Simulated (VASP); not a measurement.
Consider the following.

```xyz
4
Lattice="3.5428 0.0000 0.0000 0.0000 3.5428 0.0000 0.0000 0.0000 3.5428" Properties=species:S:1:pos:R:3 pbc="T T T"
Fe     0.0000     0.0000     0.0000
Ni     0.0000     1.7714     1.7714
Ni     1.7714     0.0000     1.7714
Ni     1.7714     1.7714     0.0000
```
Starting moments (μB, in the order of the record's atoms Fe Ni Ni Ni): 2.9 0.6 0.6 0.6.

Level of theory: PW91 GGA, VASP's PBE PAW potentials (set 64) (plane waves; VASP 6.6.1). Numerical set-up: 520 eV cut-off, Gaussian smearing of 0.050 eV, potentials Fe Ni.

### Question
Give the spin-up energies of bands 11 to 24 at the high-symmetry points, in eV from the Fermi level.

### Answer

```
band      Γ      X      M      R
----  -----  -----  -----  -----
11    -1.57  -2.44  -2.83  -2.50
12    -1.57  -1.99  -2.83  -2.50
13    -0.77  -1.82  -2.56  -0.84
14    -0.77  -1.82  -1.84  -0.84
15    -0.73  -1.63  -1.76  -0.75
16    -0.63  -1.63  -1.76  -0.75
17    -0.63  -1.53  -1.61  -0.75
18    -0.63  -1.47  -1.61  -0.71
19    -0.53  -1.31  -1.43  -0.71
20    -0.53  -1.00  -1.43  -0.71
21    -0.53  -0.63   0.82  -0.42
22     2.31  -0.53   0.82  -0.42
23     2.31   7.57   0.88  -0.42
24     2.31   7.57   0.88  -0.30
```

### Question
Give the spin-down energies of bands 11 to 24 at the high-symmetry points, in eV from the Fermi level.

### Answer

```tsv
band	Γ	X	M	R
11	-0.58	-1.44	-2.08	-1.41
12	-0.58	-1.21	-1.70	-1.41
13	-0.02	-0.95	-1.21	-0.40
14	0.26	-0.95	-1.21	-0.36
15	0.26	-0.86	-1.21	-0.36
16	0.26	-0.40	-0.79	-0.36
17	0.94	-0.15	-0.69	0.04
18	0.94	-0.15	0.14	0.04
19	1.23	0.26	0.14	0.04
20	1.23	0.44	0.32	0.77
21	1.23	0.56	1.42	0.77
22	2.37	1.21	1.42	0.77
23	2.37	7.93	2.31	1.06
24	2.37	7.94	2.41	1.06
```

It has no gap at this level: it comes out as a metal or semimetal.

The compound is Ni3Fe in the L1_2 structure. It was relaxed first.
